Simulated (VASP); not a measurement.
## HfSi2B4: relaxation of cell and atoms with PBE

HfSi2B4:

```
Hf Si B
1.0
     6.30348   -0.01500    0.02855
    -0.01085    4.61792   -0.05495
     0.02367   -0.06298    5.34528
Hf Si B
2 4 8
Direct
  0.22121 0.07279 0.99318
  0.73998 0.06729 0.98867
  0.23456 0.46460 0.78010
  0.73221 0.50873 0.77234
  0.26835 0.51144 0.21935
  0.70835 0.49886 0.21923
  0.99993 0.82315 0.65880
  0.52696 0.83535 0.65878
  0.95956 0.82404 0.34508
  0.53951 0.78477 0.25009
  0.03615 0.20304 0.33187
  0.46924 0.16722 0.34975
  0.97161 0.17216 0.68860
  0.49024 0.20546 0.72734
```

The cell was built by a generator and needn't be a form met in nature.

| Item | Value |
| --- | --- |
| Program | VASP 6.6.1 |
| Task | relaxation of cell and atoms |
| Functional | PBE |
| Potentials or basis | VASP PAW PBE potentials, release 64 (Hf_pv, Si, B) |
| Cutoff | 520 eV |
| k mesh | 4 × 5 × 4 |
| Occupations | gaussian, width 0.15 eV |
| Spin | no spin polarisation |
| Further INCAR settings | PREC = Normal; LREAL = Auto; ALGO = Fast; EDIFF = 1e-05; ISYM = 0; IBRION = 2; EDIFFG = -0.03; NSW = 110; ISIF = 3 |

```yaml
Relaxed_volume: 11.10 Å³/atom
Relaxed_cell: a = 6.385 Å, b = 4.678 Å, c = 5.206 Å, α = 87.50°, β = 90.07°, γ = 89.99°
Space_group_after_relaxing_to_0.05_Å: P2/m (No. 10)
Energy_gained_by_relaxing: 573.1 meV/atom
Ionic_steps: 29
Pressure_after_relaxing: 0.0 GPa
Largest_force_after_relaxing: 0.023 eV/Å
Band_gap_on_the_k_mesh: none (metal or under the smearing width)
```

Forces in eV/Å, atoms in the order of the input:
```
Hf   0.001  0.004  0.008
Hf  -0.005  0.008 -0.005
Si   0.004 -0.002  0.022
Si  -0.006  0.007 -0.004
Si  -0.011  0.004  0.007
Si   0.002  0.001 -0.009
B    0.018  0.003 -0.003
B    0.015 -0.003  0.007
B   -0.004 -0.013  0.005
B   -0.002  0.006  0.000
B   -0.008 -0.007 -0.002
B   -0.001 -0.016 -0.002
B    0.002  0.009 -0.018
B   -0.004  0.000 -0.005
```

Stress tensor (GPa, compression positive):
```
 0.05  0.02  0.01
 0.02 -0.06 -0.03
 0.01 -0.03 -0.02
```

Step by step:
| step | energy change (eV) | largest force (eV/Å) | pressure (GPa) | volume (Å³) |
| --- | --- | --- | --- | --- |
| 1 | 0.0000 | 11.2611 | 15.42 | 155.57 |
| 2 | -3.2675 | 3.6726 | -15.82 | 180.63 |
| 3 | -5.1397 | 2.6773 | -11.18 | 168.30 |
| 4 | -6.6861 | 2.3566 | 3.19 | 153.84 |
| 5 | -6.6867 | 2.3459 | 2.87 | 154.07 |
| 6 | -7.3086 | 1.0130 | 1.58 | 153.71 |
| 7 | -7.3183 | 1.2099 | 1.63 | 153.66 |
| 8 | -7.4955 | 0.5960 | -1.56 | 155.90 |
| 9 | -7.5012 | 0.5876 | -2.09 | 156.37 |
| 10 | -7.5953 | 0.4025 | 0.43 | 154.20 |
| 11 | -7.6041 | 0.4593 | 1.52 | 153.33 |
| 12 | -7.6785 | 0.6116 | 0.41 | 154.01 |
| 13 | -7.6862 | 0.7558 | -0.07 | 154.31 |
| 14 | -7.7622 | 0.8045 | -0.49 | 154.74 |
| 15 | -7.8042 | 1.0428 | -1.16 | 155.98 |
| 16 | -7.8315 | 0.8519 | -0.95 | 155.38 |
| 17 | -7.9379 | 0.4853 | 0.52 | 154.58 |
| 18 | -7.9483 | 0.6764 | 1.26 | 154.26 |
| 19 | -7.9861 | 0.2964 | -0.27 | 155.41 |
| 20 | -7.9879 | 0.2649 | -0.04 | 155.21 |
| 21 | -8.0037 | 0.2153 | -0.04 | 155.17 |
| 22 | -8.0075 | 0.2588 | -0.02 | 155.13 |
| 23 | -8.0161 | 0.1227 | 0.21 | 155.08 |
| 24 | -8.0181 | 0.1771 | 0.46 | 155.04 |
| 25 | -8.0201 | 0.0932 | -0.44 | 155.76 |
| 26 | -8.0208 | 0.0983 | -0.15 | 155.52 |
| 27 | -8.0223 | 0.0444 | 0.03 | 155.35 |
| 28 | -8.0223 | 0.0511 | 0.05 | 155.33 |
| 29 | -8.0228 | 0.0226 | -0.01 | 155.36 |

Final structure:
```
CELL_PARAMETERS angstrom
6.38516 0.00061 -0.00400
0.00068 4.67692 0.10190
-0.00320 0.11356 5.20489
ATOMIC_POSITIONS crystal
Hf 0.24281 0.01014 0.99851
Hf 0.74277 0.00953 0.99915
Si 0.24148 0.52735 0.73374
Si 0.74199 0.52656 0.73541
Si 0.24375 0.49305 0.26206
Si 0.74353 0.49252 0.26393
B 0.99170 0.87997 0.63225
B 0.49163 0.88096 0.63174
B 0.99383 0.78708 0.30898
B 0.49347 0.78705 0.30905
B 0.99360 0.13941 0.36582
B 0.49354 0.13977 0.36520
B 0.99170 0.23235 0.68901
B 0.49203 0.23317 0.68834
```

Levels at points of the mesh, in eV from the Fermi level:
| k point | band 28 | band 29 | band 30 | band 31 | band 32 | band 33 |
| --- | --- | --- | --- | --- | --- | --- |
| (0.00, 0.00, 0.00) | -1.30 | -0.86 | -0.82 | -0.51 | 0.22 | 1.37 |
| (0.50, 0.00, 0.00) | -1.21 | -0.58 | -0.57 | -0.11 | -0.11 | 1.64 |
| (0.00, 0.00, 0.50) | -1.41 | -0.78 | 0.30 | 0.50 | 1.69 | 1.84 |
| (0.50, 0.00, 0.50) | -1.01 | -0.33 | -0.33 | 0.35 | 0.35 | 1.17 |

Wall time 9 min on 2 MPI ranks on Intel(R) Xeon(R) Platinum 8488C (Sapphire Rapids), on a shared host, peak memory 0.28 GiB a rank.

The run has no spin-orbit coupling, so splittings on Hf are missing.
